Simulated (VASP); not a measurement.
Here is the system:

```
Li
1.0
   -1.70848     1.70848     1.70848
    1.70848    -1.70848     1.70848
    1.70848     1.70848    -1.70848
Li
1
Direct
  0.00000   0.00000   0.00000
```

The numbers are results of PBE GGA with D4 dispersion, VASP's PBE PAW potentials (set 64) (plane waves; VASP), not measurements. Settings: 520 eV cut-off, Gaussian smearing of 0.050 eV, potentials Li_sv.

### Question
What does the run give for the band gap (along the path) with the smallest direct gap where there is one?

### Answer

The band gap (along the path) is none (metal, semimetal or under 0.01 eV).

Total energies compare only between runs with the same potentials, cut-off and functional.

The compound is Li in the bcc structure. It was relaxed first, which changed the volume by -6 %.
